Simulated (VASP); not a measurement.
A hop in Li2O (antifluorite): Li into a Li vacancy, in a supercell of 95 atoms with charge -1. Nudged elastic band with 3 images between relaxed ends, without a climbing image, so the barrier is a lower bound. The numbers are results of PBE GGA, VASP's PBE PAW potentials (set 64) (plane waves; VASP), not measurements. Numerical set-up: PREC = Normal, LREAL = Auto, ISYM = 0, NELECT = 256.0, 400 eV cut-off, 1×1×1 Γ-centred mesh, Gaussian smearing of 0.050 eV, potentials Li O.

The cell is charged, with a uniform compensating background. The supercell is sampled at Γ alone, which is coarse: total energies, pressure and levels can be off, energies of defects by several tenths of an eV.

First end (POSCAR):

```
Li63O32
1.0
     9.252362    0.000000    0.000000
     0.000000    9.252362    0.000000
     0.000000    0.000000    9.252362
Li O
63 32
Direct
     0.626906    0.122361    0.122688
     0.874927    0.374925    0.374896
     0.874578    0.374747    0.125447
     0.124673    0.625177    0.372024
     0.874882    0.125559    0.374947
     0.124553    0.372211    0.625532
     0.126227    0.126458    0.127025
     0.374390    0.374334    0.148666
     0.626016    0.625599    0.377907
     0.623468    0.623122    0.126369
     0.874941    0.874947    0.375113
     0.874925    0.874764    0.125199
     0.124231    0.123793    0.378482
     0.374991    0.148417    0.375181
     0.625888    0.377964    0.625279
     0.601256    0.375077    0.374599
     0.876912    0.624759    0.624887
     0.875379    0.624273    0.374884
     0.124851    0.873576    0.625352
     0.623300    0.126411    0.623380
     0.875089    0.374658    0.874874
     0.875190    0.374729    0.624281
     0.124974    0.625110    0.873327
     0.874724    0.124799    0.874935
     0.123896    0.378012    0.124246
     0.122815    0.627153    0.122791
     0.374951    0.874743    0.375184
     0.374889    0.874546    0.125828
     0.625633    0.124326    0.371901
     0.148631    0.374443    0.374909
     0.378230    0.625380    0.625562
     0.375459    0.601024    0.374802
     0.624865    0.876476    0.624951
     0.624303    0.874999    0.374905
     0.873288    0.124685    0.624930
     0.122652    0.122994    0.627763
     0.375060    0.375032    0.875127
     0.375345    0.374627    0.601430
     0.625071    0.624952    0.876418
     0.627500    0.627064    0.627035
     0.875187    0.874686    0.875150
     0.874931    0.874678    0.625144
     0.124807    0.125009    0.877174
     0.374745    0.125623    0.875169
     0.625213    0.371749    0.123913
     0.624429    0.374968    0.874675
     0.873404    0.624737    0.124804
     0.875037    0.624629    0.874840
     0.124887    0.876567    0.125265
     0.125520    0.874507    0.375263
     0.371855    0.123997    0.625794
     0.126712    0.623744    0.623483
     0.375142    0.874995    0.875158
     0.374922    0.874669    0.624614
     0.624744    0.124904    0.873244
     0.125638    0.375128    0.874938
     0.371929    0.625158    0.124189
     0.374958    0.624398    0.874912
     0.624935    0.872976    0.124939
     0.625046    0.874901    0.874940
     0.876217    0.124681    0.124918
     0.125158    0.875146    0.875321
     0.377690    0.123798    0.124542
     0.500646    0.998236    0.998564
     0.751445    0.248986    0.998316
     0.751487    0.998293    0.249244
     0.999451    0.999504    0.999783
     0.249024    0.249024    0.000628
     0.500987    0.500713    0.000259
     0.750309    0.750251    0.999528
     0.248983    0.000175    0.249294
     0.507775    0.241773    0.241894
     0.749485    0.500708    0.249003
     0.500794    0.000347    0.500966
     0.749595    0.248950    0.500802
     0.750351    0.999356    0.750388
     0.998299    0.500696    0.998325
     0.249262    0.751394    0.998542
     0.000279    0.248920    0.249164
     0.241991    0.507735    0.241949
     0.500966    0.749209    0.249052
     0.998407    0.998347    0.500900
     0.241941    0.241812    0.508109
     0.508210    0.507811    0.507909
     0.751552    0.751449    0.500810
     0.249106    0.998344    0.751843
     0.500843    0.248993    0.749439
     0.751630    0.500588    0.751416
     0.998523    0.751366    0.249268
     0.000625    0.500807    0.500797
     0.249152    0.749384    0.501080
     0.998419    0.249126    0.751637
     0.249078    0.500913    0.749639
     0.500858    0.751414    0.751472
     0.999690    0.750377    0.750439
```

Last end:

```
Li63O32
1.0
     9.252362    0.000000    0.000000
     0.000000    9.252362    0.000000
     0.000000    0.000000    9.252362
Li O
63 32
Direct
     0.625393    0.123851    0.127978
     0.874872    0.374899    0.374328
     0.874563    0.374764    0.124865
     0.123111    0.626720    0.377229
     0.876515    0.124816    0.375006
     0.125702    0.375176    0.624885
     0.124025    0.124393    0.122470
     0.374801    0.374578    0.351613
     0.623783    0.623439    0.373406
     0.625700    0.625264    0.121905
     0.874963    0.874907    0.375046
     0.874939    0.874783    0.125120
     0.126356    0.126052    0.373867
     0.377960    0.124004    0.375810
     0.624432    0.374996    0.624650
     0.625547    0.372103    0.375308
     0.875334    0.624660    0.624829
     0.873770    0.624896    0.374920
     0.124959    0.875088    0.625277
     0.624837    0.124832    0.626508
     0.875084    0.374724    0.875514
     0.875132    0.374736    0.624845
     0.126503    0.623512    0.876479
     0.872992    0.124749    0.874924
     0.148359    0.375004    0.124830
     0.124355    0.625760    0.127971
     0.374995    0.874747    0.374510
     0.374902    0.874485    0.125189
     0.627177    0.122759    0.377098
     0.124124    0.377585    0.375599
     0.375334    0.624084    0.624934
     0.372412    0.625327    0.375602
     0.624766    0.874876    0.624947
     0.624977    0.873377    0.374966
     0.874901    0.124761    0.624930
     0.124815    0.125063    0.623839
     0.374923    0.374941    0.898609
     0.375100    0.374706    0.625130
     0.627203    0.627099    0.872723
     0.625264    0.624908    0.623188
     0.875179    0.874710    0.875144
     0.874932    0.874685    0.625200
     0.122584    0.122783    0.873231
     0.371750    0.124232    0.874506
     0.600683    0.374486    0.124579
     0.625739    0.378023    0.874075
     0.875076    0.624132    0.124816
     0.876684    0.624742    0.874842
     0.125560    0.874986    0.125226
     0.124905    0.876223    0.375289
     0.374844    0.125258    0.625195
     0.125198    0.625191    0.626615
     0.375150    0.875045    0.875724
     0.374955    0.874653    0.625209
     0.623127    0.126434    0.876399
     0.124421    0.372119    0.874213
     0.374970    0.600636    0.124852
     0.377983    0.625696    0.874340
     0.624345    0.874604    0.124982
     0.625090    0.876540    0.874912
     0.874583    0.125343    0.124942
     0.125068    0.873517    0.875211
     0.374548    0.148376    0.125264
     0.500817    1.000287    0.999244
     0.749429    0.248849    0.999033
     0.751476    0.998340    0.250794
     0.998328    0.998416    0.999395
     0.241956    0.241939   -0.007866
     0.508037    0.507904   -0.008204
     0.751496    0.751384    0.999210
     0.249035    0.000294    0.251063
     0.507803    0.241814    0.257824
     0.749599    0.500800    0.250897
     0.500729   -0.001723    0.501674
     0.751498    0.249135    0.501402
     0.750374    0.999419    0.749509
     1.000432    0.500791    0.999012
     0.249135    0.749353    0.999193
     0.000301    0.248873    0.250933
     0.242087    0.507648    0.257992
     0.501029    0.749274    0.250840
     0.999566    0.999552    0.500470
     0.249103    0.248851    0.499719
     0.501131    0.500709    0.499541
     0.750400    0.750309    0.500421
     0.249101    0.998341    0.748718
     0.500850    0.248945    0.750330
     0.751608    0.500570    0.748364
     0.998583    0.751378    0.250819
    -0.001378    0.500611    0.501378
     0.249276    0.751306    0.501665
     0.998380    0.249144    0.748482
     0.249069    0.500792    0.750482
     0.500853    0.751397    0.748342
     0.999772    0.750334    0.749610
```

Problem. Predict the energy profile and the barrier.

Solution. 
| image | path length (Å) | E − E(first end) (eV) |
|---|---|---|
| 0 | 0.00 | 0.000 |
| 1 | 0.52 | 0.127 |
| 2 | 1.05 | 0.241 |
| 3 | 1.57 | 0.127 |
| 4 | 2.10 | 0.001 |
The highest image is number 2 (counting the first end as 0), 1.05 Å along the path. The barrier is 0.24 eV forward and 0.24 eV back; the ends differ by 0.00 eV.

The cell is a supercell with a defect, built from Li2O (antifluorite): Li into a Li vacancy, charge -1. The run is not spin-polarised, so no state with unpaired spins was tried.
